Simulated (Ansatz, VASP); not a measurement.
# TiC in two plane-wave programs

Aim: how closely do two programs agree when they are given the same cell, functional and k mesh? The structure shown is the end of the Ansatz relaxation below.

Main program and level: Ansatz 0.2.0; plane waves, with VASP 6.6.1 beside it; single point at PBEsol.

## 1. Starting point

Symmetry: Immm, No. 71, orthorhombic system. Conventional cell: a = 3.027 Å, b = 3.066 Å, c = 4.286 Å, α = 90.00°, β = 90.00°, γ = 90.00°. Nearest to C lie 6 Ti at 2.14 to 2.15 Å. Nearest to Ti lie 6 C at 2.14 to 2.15 Å. Farther neighbours are not listed.

## 2. Ansatz: relaxation, PBEsol

Ansatz runs on its PAW soft_1 files.

This run makes the geometry at which the two programs are then compared.

Contents of input.yaml:

```yaml
crystal:
  lattice:
    - [0.0107322166, 2.1571755348, 2.1464433182]
    - [2.1571755348, 0.0107322166, 2.1464433182]
    - [2.1679077514, 2.1679077514, 0.0]
  atoms:
    - { symbol: C, position: [0.5, 0.5, 0.5] }
    - { symbol: Ti, position: [0.0, 0.0, 0.0] }
  conventional_axes: [[0, 0, 1], [1, -1, 0], [1, 1, -1]]
kpoints:
  mp_grid: { grid: [16, 16, 16] }
hamiltonian:
  xc: pbesol
  pseudopotentials: { kind: paw, azcp: { folder: soft_1 }, xc_functional: pbe }
scf:
  occupations: { method: methfessel_paxton, width: 0.2 }
output:
  forces: true
  stress: true
  eigenvalues: true
relax:
  adjacent_minimum: "off"
  f_tol: 0.001
  max_steps: 60
  cell: { stress_tol: 0.01, fix: [a, angles] }
```

Command:

```
ansatz run input.yaml --threads 4 --pin off --max-ram 10240MiB --backend cpu --events-out ev --progress --plain --runs-dir out
```

Numbers of over 12 decimals in the logs are rounded to 6 here.

Output:

```text
Engine: ansatz 0.2.0, x86_64-unknown-linux-gnu
Pseudopotentials: kind: paw
Pseudopotential: C, paw, valence charge 4, recommended cutoff 420 eV (normal), soft_1/C.paw.azcp
Pseudopotential: Ti, paw, valence charge 12, recommended cutoff 420 eV (normal), soft_1/Ti.paw.azcp
Functional definition: PBEsol
  exchange = pbesol_x
  correlation = pbesol_c
Crystal: 2 atoms, lattice volume = 19.976 Å³
Basis set: ecut = 420 eV, 391 PW (Γ), exchange–correlation on 48×48×48 points (8 copies of the dense FFT grid, shifted against one another)
Bands: 12, of which v1, the nominal top of the filled ones, is band 8 counted from 1 (7 counted from 0)
Symmetry: 8 space group operations
Space group: Immm (ITA 71), of the structure as read, at distance tolerance 2.7e-5 Å
k-points: 621 of 4096
Non-local potential: C, projectors of the file, l = 0: 2, l = 1: 2, l = 2: 1
Non-local potential: Ti, projectors of the file, l = 0: 3, l = 1: 2, l = 2: 3, l = 3: 1
PAW form: soft (Blöchl's): semilocal exchange-correlation on the pseudo side does not see the compensation charge
PAW frozen core: C, regenerated for the run's functional, and the local potential with it (the file was generated under x = pbe(κ = 0.804, μ = 0.219515), c = pbe(β = 0.066725))
PAW frozen core: Ti, regenerated for the run's functional, and the local potential with it (the file was generated under x = pbe(κ = 0.804, μ = 0.219515), c = pbe(β = 0.066725))
PAW one-centre angular grid: C, 110 points (default); XC on 64 Gauss nodes
PAW one-centre angular grid: Ti, 590 points (default); XC on 64 Gauss nodes
Initial density: superposition of atomic densities (chi_scale 0.1, normalization cell, long waves kept (reshape's long-wave potential 0.00 eV rms))
Initial wavefunctions: pseudopotential atomic-orbital guess
Functional: x = pbesol(κ = 0.804, μ = 0.123457), c = pbesol(β = 0.046)
SCF iter   1: F=—  HF=-2723.406331 eV  |F-HF|=—  |Δ(HF+E_count)|=         —  Δρ=1.38e-1  dr2=4.91e0  ethr=3.10e-3  ⟨swp⟩=4.2  Hψ=35052  notcnv=0
preconditioner: auto → none  [metal: Δε(μ)=0.062 eV  Ē_g=9.133 eV  σ=0.200 eV  W_gap=0.25  n_scr=8 (ndim 8)  ℏωp=23.5 eV  f_vac=0.000  D(μ)=0.22/eV (n_scr^D=0)  sad-step TF]
SCF iter   2: F=—  HF=-2722.917308 eV  |F-HF|=—  |Δ(HF+E_count)|=   4.89e-1  S|Δr|=    0.00e0  Δρ=9.67e-2  dr2=2.47e0  ethr=3.10e-3  ⟨swp⟩=2.0  Hψ=14855  notcnv=0
SCF iter   3: F=—  HF=-2722.424276 eV  |F-HF|=—  |Δ(HF+E_count)|=   4.93e-1  S|Δr|=    0.00e0  Δρ=8.21e-3  dr2=7.63e-3  ethr=3.10e-3  ⟨swp⟩=2.9  Hψ=15586  notcnv=1
SCF iter   4: F=—  HF=-2722.421603 eV  |F-HF|=—  |Δ(HF+E_count)|=   2.67e-3  S|Δr|=    0.00e0  Δρ=1.46e-3  dr2=2.06e-4  ethr=4.77e-5  ⟨swp⟩=2.0  Hψ=17634  notcnv=0
SCF iter   5: F=—  HF=-2722.421719 eV  |F-HF|=—  |Δ(HF+E_count)|=   1.16e-4  S|Δr|=    0.00e0  Δρ=3.84e-4  dr2=2.08e-5  ethr=1.29e-6  ⟨swp⟩=2.0  Hψ=9954  notcnv=0
SCF iter   6: F=—  HF=-2722.421719 eV  |F-HF|=—  |Δ(HF+E_count)|=   4.69e-8  S|Δr|=    0.00e0  Δρ=4.98e-5  dr2=4.60e-7  ethr=1.30e-7  ⟨swp⟩=2.0  Hψ=11942  notcnv=0
SCF iter   7: F=-2722.421719 eV  HF=-2722.421719 eV  |F-HF|=1.51e-9  |Δ(HF+E_count)|=   1.28e-7  S|Δr|=    0.00e0  Δρ=3.09e-6  dr2=1.55e-9  ethr=6.25e-10  ⟨swp⟩=5.1  Hψ=32152  notcnv=0
SCF 1 converged in 7 iterations: F = -2722.421719 eV  dr2 = 1.55e-9
  greatest PAW one-centre occupation: 0.998 electrons in one spin orbital (limit 2), on the Ti atom at site 1 (counted from 0), in its partial waves of l = 0
relax step   1: F+E_penalty+E_count = -2722.42171891 eV  Δ(F+E_penalty+E_count) = +0.000e0 eV  max|allowed force component| = 6.311e-30 eV/Å  Δτ_max = 0.0000 Å  P = -2.597 GPa  Ω = 19.976 Å³  fix = [a, alpha, beta, gamma]  reactions: a -4.935 GPa  (7 SCF iters, dr2 threshold 1.00e-7 eV, accepted)
[...]
relax step   2: F+E_penalty+E_count = -2722.42224702 eV  Δ(F+E_penalty+E_count) = -5.281e-4 eV  max|allowed force component| = 1.578e-30 eV/Å  Δτ_max = 0.0000 Å  P = -1.452 GPa  Ω = 19.889 Å³  energy of the carried Pulay correction = +1.179e-4 eV  fix = [a, alpha, beta, gamma]  reactions: a -4.304 GPa  (4 SCF iters, dr2 threshold 2.00e-7 eV, accepted)
[...]
relax step   3: F+E_penalty+E_count = -2722.42224961 eV  Δ(F+E_penalty+E_count) = -2.587e-6 eV  max|allowed force component| = 3.353e-30 eV/Å  Δτ_max = 0.0000 Å  P = -1.446 GPa  Ω = 19.888 Å³  energy of the carried Pulay correction = +1.185e-4 eV  fix = [a, alpha, beta, gamma]  reactions: a -4.306 GPa  (3 SCF iters, dr2 threshold 3.42e-8 eV, accepted)
[...]
relax step   4: F+E_penalty+E_count = -2722.42225126 eV  Δ(F+E_penalty+E_count) = -1.651e-6 eV  max|allowed force component| = 1.183e-30 eV/Å  Δτ_max = 0.0000 Å  P = -1.434 GPa  Ω = 19.887 Å³  energy of the carried Pulay correction = +1.196e-4 eV  fix = [a, alpha, beta, gamma]  reactions: a -4.303 GPa  (3 SCF iters, dr2 threshold 8.01e-9 eV, accepted)
[...]
relax step   5: F+E_penalty+E_count = -2722.42213468 eV  Δ(F+E_penalty+E_count) = +1.166e-4 eV  max|allowed force component| = 4.930e-31 eV/Å  Δτ_max = 0.0000 Å  P = -1.441 GPa  Ω = 19.887 Å³  fix = [a, alpha, beta, gamma]  reactions: a -4.307 GPa  stress off target by 9.04e-3 GPa on what of the cell is left free  SCF on the basis re-selected at this cell (its energy is not comparable with the rows above)  (4 SCF iters)
basis re-selected at this cell: Δ(F+E_penalty+E_count) = +1.166e-4 eV, ΔP = -0.006 GPa vs the last step (what re-selecting the basis moved, of the pressure what is left beyond the Pulay correction that the steps carried, after the strain that the cell walked since its last selection, with what the two solves' SCF thresholds leave and, on support functions, any second-order correction that the steps lacked; it is no m [...]
SCF converged after 4 iterations
Stability not checked: this state was not tested for a lower state beside it, because cold or Methfessel-Paxton smearing, or corrected tetrahedra, fill the levels in a way that the test cannot read (fill_not_monotonic; see scf.lower_state_search)
Free energy (F): -2722.422135 eV
Harris-Foulkes:  -2722.422135 eV  (|F-HF|=4.55e-13)
Internal energy: -2722.421856 eV  (E = F + TS)
E sigma→0 (E₀):  -2722.422065 eV
Entropy (-TS):   -0.000279 eV (-0.139 meV/atom)
Fermi energy:    14.875606 eV
--- Per-component energies (eV) ---
  E_band       = -106.383809
  E_kinetic    = 366.866517
  E_local      = -816.686892  (includes V_loc(G=0)·N_el)
  E_nonlocal   = 84.451257
  E_hartree    = 321.766278
  E_xc         = -163.650344
  E_vxc        = -205.079875  (∫ρ·V_xc dr)
  E_paw        = -1112.134229  (= ΣΔE_a)
  E_vpaw       = -179.467300  (= ΣTr[D̂ρ^β])
  E_aug_tail   = -0.000063  (compensation charges beyond the density's cutoff)
  E_ewald      = -1403.194865
  E_core_change = 0.160485  (= ΣΔE_core)
  E_smearing   = -0.000279  (= −TS)
  E_closure    = -0.000000  (closes the sum)
  Σ components = -2722.422135   (vs F -2722.422135, Δ=0.00e0)
--- Forces (eV/Å), atoms counted from 1 ---
  atom   1  C      0.00000000     0.00000000    -0.00000000
  atom   2  Ti     0.00000000     0.00000000     0.00000000
  max |Σ_I F_I| component: 5.92e-31 eV/Å
--- Stress (GPa, compression-positive) ---
       -2.157927      -2.148890       0.000000
       -2.148890      -2.157927      -0.000000
        0.000000      -0.000000      -0.006602
  P = ⅓ Tr σ = -1.4408 GPa (-14.408 kbar)
--- Band table (eV; the first three rows and the last of 621) ---
  k-point 0: bands = [... 4 lower, 2.4134, 15.4809, 15.5809, 15.6076, 16.5551, 16.6281, 16.6478, 16.6629]
  k-point 1: bands = [... 4 lower, 2.5044, 15.0625, 15.3463, 15.4060, 15.9495, 15.9685, 16.8283, 17.6771]
  k-point 2: bands = [... 4 lower, 2.7715, 14.1765, 14.5813, 14.6362, 16.0051, 16.0451, 17.1789, 18.7577]
  k-point 620: bands = [... 4 lower, 4.7336, 11.4579, 13.1382, 14.7617, 14.9369, 17.7148, 18.5268, 18.5305]
--- Relaxed structure (4 steps of the walk, 4 accepted, 1 SCFs on fresh bases) ---
  F+E_penalty+E_count = -2722.42213468 eV   max|allowed force component| = 4.930e-31 eV/Å   (the final SCF, on the basis selected at the relaxed cell)
  cell:  # Å, volume = 19.8873 Å³
    - [0.013817, 2.154091, 2.143063]
    - [2.154091, 0.013817, 2.143063]
    - [2.1679077514, 2.1679077514, 0.0]
  atoms:
    - { symbol: C, position: [0.5, 0.5, 0.5] }
    - { symbol: Ti, position: [0, 0, 0] }
```

Reading the cycles: dr2 is the Hartree energy of the density residual (eV), the measure of convergence; HF is the Harris–Foulkes estimate of the energy, which meets the free energy F at convergence.

## 3. VASP: single point, PBEsol, pair 1

The same cell, functional, mesh and smearing now go to VASP, with its own data sets.

Lines of VASP's logs that name or quote its potential files are left out, and so is its time.

Contents of INCAR:

```
SYSTEM = TiC
PREC = Accurate
ENCUT = 600
EDIFF = 1E-06
NELM = 120
ISMEAR = 1
SIGMA = 0.2
LREAL = .FALSE.
ALGO = Normal
GGA = PS
NBANDS = 14
LASPH = .TRUE.
LORBIT = 11
LWAVE = .FALSE.
LCHARG = .FALSE.
ISIF = 2
GGA_COMPAT = .FALSE.
KPAR = 2
```

Contents of POSCAR:

```
TiC
1.0
    0.0138166282      2.1540911232      2.1430630826
    2.1540911232      0.0138166282      2.1430630826
    2.1679077514      2.1679077514      0.0000000000
C Ti
1 1
Direct
    0.5000000000      0.5000000000      0.5000000000
    0.0000000000      0.0000000000      0.0000000000
```

Contents of KPOINTS:

```
Automatic mesh
0
Gamma
16 16 16
0 0 0
```

Potentials, in the order of the species: C and Ti_sv (PBE family, release 64).

Command:

```
mpirun -np 2 vasp_std
```

Output:

```text
[banner, memory and clock lines left out]
running    2 mpi-ranks, on    1 nodes
 distrk:  each k-point on    1 cores,    2 groups
 distr:  one band on    1 cores,    1 groups

 POSCAR found type information on POSCAR C Ti
 POSCAR found :  2 types and       2 ions
|                                                                             |
|               ----> ADVICE to this user running VASP <----                  |
|                                                                             |
|     You enforced a specific xc type in the INCAR file but a different       |
|     [... a line on the potential file left out ...]
|     I HOPE YOU KNOW WHAT YOU ARE DOING!                                     |
|                                                                             |

 LDA part: xc-table for (Slater+PW92), standard interpolation
 POSCAR, INCAR and KPOINTS ok, starting setup
 FFT: planning ... GRIDC
 FFT: planning ... GRID_SOFT
 FFT: planning ... GRID
 WAVECAR not read
 entering main loop
       N       E                     dE             d eps       ncg     rms          rms(c)
DAV:   1     0.127644150832E+03    0.12764E+03   -0.89029E+03 17394   0.151E+03
DAV:   2    -0.163074134615E+02   -0.14395E+03   -0.13563E+03 18348   0.373E+02
DAV:   3    -0.248093395013E+02   -0.85019E+01   -0.82984E+01 23154   0.872E+01
DAV:   4    -0.251631241831E+02   -0.35378E+00   -0.35352E+00 21664   0.162E+01
DAV:   5    -0.251717176478E+02   -0.85935E-02   -0.85926E-02 23578   0.223E+00    0.188E+01
DAV:   6    -0.203712676775E+02    0.48004E+01   -0.12603E+01 25030   0.602E+01    0.667E+00
DAV:   7    -0.198432095445E+02    0.52806E+00   -0.20358E+00 21090   0.214E+01    0.524E+00
DAV:   8    -0.198095453222E+02    0.33664E-01   -0.11256E-01 19596   0.415E+00    0.317E+00
DAV:   9    -0.198033210896E+02    0.62242E-02   -0.10570E-01 20944   0.400E+00    0.797E-01
DAV:  10    -0.198020495158E+02    0.12716E-02   -0.10148E-02 24282   0.137E+00    0.714E-01
DAV:  11    -0.197997720997E+02    0.22774E-02   -0.55003E-03 18612   0.112E+00    0.147E-01
DAV:  12    -0.197997597703E+02    0.12329E-04   -0.35724E-04 19902   0.211E-01    0.461E-02
DAV:  13    -0.197997501061E+02    0.96642E-05   -0.18358E-05 21310   0.341E-02    0.590E-03
DAV:  14    -0.197997495799E+02    0.52623E-06   -0.68799E-07 14788   0.110E-02
   1 F= -.19799750E+02 E0= -.19799658E+02  d E =-.273729E-03
```

OUTCAR, selected parts (step 3):

```text
ion  position               nearest neighbor table
   1  0.500  0.500  0.500-   2 2.14   2 2.14   2 2.15   2 2.15   2 2.15   2 2.15
   2  0.000  0.000  0.000-   1 2.14   1 2.14   1 2.15   1 2.15   1 2.15   1 2.15

  LATTYP: Found a body centered orthorhombic cell.
 ALAT       =     3.0268052180
 B/A-ratio  =     1.0129110805
 C/A-ratio  =     1.4160561571

 Subroutine GETGRP returns: Found  8 space group operations
 (whereof  8 operations were pure point group operations)

The static configuration has the point symmetry D_2h.

 Found    621 irreducible k-points:

   k-points           NKPTS =    621   k-points in BZ     NKDIM =    621   number of bands    NBANDS=     14

   dimension x,y,z NGX =    24 NGY =   24 NGZ =   24
   dimension x,y,z NGXF=    48 NGYF=   48 NGZF=   48

   ENCUT  =  600.0 eV  44.10 Ry    6.64 a.u.   6.07  6.07  6.12*2*pi/ulx,y,z

   NELECT =      16.0000    total number of electrons

 k-points in reciprocal lattice and weights: Automatic mesh
   0.00000000  0.00000000  0.00000000       0.000
   0.06250000  0.00000000  0.00000000       0.001
   0.12500000  0.00000000  0.00000000       0.001
   0.18750000  0.00000000  0.00000000       0.001
   0.25000000  0.00000000  0.00000000       0.001
   0.31250000  0.00000000  0.00000000       0.001
   0.37500000  0.00000000  0.00000000       0.001
   0.43750000  0.00000000  0.00000000       0.001
   0.50000000  0.00000000  0.00000000       0.000
[...]
0.25000000  0.25000000  0.50000000       0.000
  -0.25000000  0.25000000  0.50000000       0.000

 average (electrostatic) potential at core
       1 -44.3575       2 -70.6468

 E-fermi :   9.5466

 k-point     1 :       0.0000    0.0000    0.0000
  band No.  band energies     occupation
      1     -46.7143      2.00000
      2     -22.8370      2.00000
      3     -22.8264      2.00000
      4     -22.8255      2.00000
      5      -2.9131      2.00000
      6      10.1486     -0.00018
      7      10.2479     -0.00001
      8      10.2748     -0.00000
      9      11.2248     -0.00000
     10      11.2978     -0.00000
    ...

 k-point     2 :       0.0625    0.0000    0.0000
  band No.  band energies     occupation
      1     -46.7111      2.00000
      2     -22.8482      2.00000
      3     -22.8391      2.00000
      4     -22.8279      2.00000
      5      -2.8210      2.00000
      6       9.8254     -0.06397
      7       9.9600     -0.01281
      8      10.0779     -0.00112
      9      10.5498     -0.00000
     10      10.5971     -0.00000
    ...

 k-point     3 :       0.1250    0.0000    0.0000
  band No.  band energies     occupation
    ...
      4     -22.8339      2.00000
      5      -2.5501      2.00000
      6       8.9393      2.00015
      7       9.1949      2.03215
      8       9.2948      2.07057
      9      10.6106     -0.00000
     10      10.6740     -0.00000
     11      11.8726     -0.00000
     12      13.4061     -0.00000
     13      13.4698     -0.00000
    ...

  Total       -0.2416618     -0.2416618      0.0269379     -0.2658288      0.0000000      0.0000000
  in kB      -19.4689887    -19.4689887      2.1701998    -21.4159495      0.0000000      0.0000000
  external PRESSURE =     -12.2559259 kB  Pullay stress =       0.0000000 kB

  energy-cutoff  :      600.00
  volume of cell :       19.89
      direct lattice vectors                 reciprocal lattice vectors
     0.013816628  2.154091123  2.143063083    -0.233614894  0.233614894  0.233310911
     2.154091123  0.013816628  2.143063083     0.233614894 -0.233614894  0.233310911
     2.167907751  2.167907751  0.000000000     0.230637120  0.230637120 -0.233310911

 POSITION                                       TOTAL-FORCE (eV/Angst)
 -----------------------------------------------------------------------------------
      2.16791      2.16791      2.14306        -0.000000      0.000000      0.000000
      0.00000      0.00000      0.00000         0.000000      0.000000     -0.000000
 -----------------------------------------------------------------------------------
    total drift:                                0.000000     -0.000000     -0.000000

  FREE ENERGIE OF THE ION-ELECTRON SYSTEM (eV)
  ---------------------------------------------------
  free  energy   TOTEN  =       -19.7997495799 eV

  energy  without entropy=      -19.7994758505  energy(sigma->0) =      -19.79965834

 total charge
# of ion       s       p       d       tot
------------------------------------------
    1        0.891   1.503   0.000   2.394
    2        2.205   6.261   1.989  10.456
--------------------------------------------------
tot          3.096   7.764   1.989  12.850

[... 3 further parts left out ...]
```

The run ends at a pressure of -1.23 GPa.

## 4. Comparison

Known differences besides the potentials themselves: the cutoff is 420 eV in Ansatz and 600 eV in VASP; Ansatz makes its cores anew for this functional, VASP keeps those of its PBE data sets; Ansatz's pressure holds a Pulay correction, VASP's none. Total energies have different zeros and are not compared.

The two programs side by side:

| quantity | Ansatz | VASP | difference |
| --- | --- | --- | --- |
| pressure (GPa) | -1.44 | -1.23 | -0.22 |

## 5. Ansatz: relaxation, PBEsol

This run makes the geometry at which the two programs are then compared. The cell compared in this pair holds 20.00 Å³, against 19.89 Å³ for the pair before.

The structure compared here is the end of the Ansatz relaxation.

input.yaml: that of step 2 with these lines changed.

```diff
@@ -2,5 +2,5 @@
   lattice:
-    - [0.0107322166, 2.1571755348, 2.1464433182]
-    - [2.1571755348, 0.0107322166, 2.1464433182]
-    - [2.1679077514, 2.1679077514, 0.0]
+    - [0.0245488448, 2.1648233398, 2.1430630826]
+    - [2.1648233398, 0.0245488448, 2.1430630826]
+    - [2.1893721846, 2.1893721846, 0.0]
   atoms:
```

Command:

```
ansatz run input.yaml --threads 4 --pin off --max-ram 10240MiB --backend cpu --events-out ev --progress --plain --runs-dir out
```

Output:

```text
[...]
Crystal: 2 atoms, lattice volume = 20.084 Å³
Basis set: ecut = 420 eV, 399 PW (Γ), exchange–correlation on 48×48×48 points (8 copies of the dense FFT grid, shifted against one another)
Bands: 12, of which v1, the nominal top of the filled ones, is band 8 counted from 1 (7 counted from 0)
Symmetry: 8 space group operations
[...]
k-points: 621 of 4096
[...]
k-point 620: bands = [... 4 lower, 4.6634, 11.4016, 13.0521, 14.5495, 14.8960, 17.6008, 18.4014, 18.4100]
--- Relaxed structure (4 steps of the walk, 4 accepted, 1 SCFs on fresh bases) ---
[...]
cell:  # Å, volume = 20.0001 Å³
    - [0.027427, 2.161945, 2.139842]
    - [2.161945, 0.027427, 2.139842]
    - [2.1893721846, 2.1893721846, 0.0]
  atoms:
    - { symbol: C, position: [0.5, 0.5, 0.500000] }
    - { symbol: Ti, position: [0, 0, 0] }
[key lines of the parts left out:]
SCF converged after 4 iterations
Free energy (F): -2722.414248 eV
Fermi energy:    14.786594 eV
P = ⅓ Tr σ = -2.8619 GPa (-28.619 kbar)
```

[end of part 1 of 2]

[Lines on the potential files, build, host, timing and source positions are cut from VASP's logs without a mark.]

[Logs are printed without paths, hosts, clocks, repeated set-up lines and the standing remarks that a program may print on its own settings, such as how far it seeks lower states.]

[Hosts, paths, dates, database ids (printed as entryN), source tags and the programs' standing remarks are cut or masked in the printed files.]
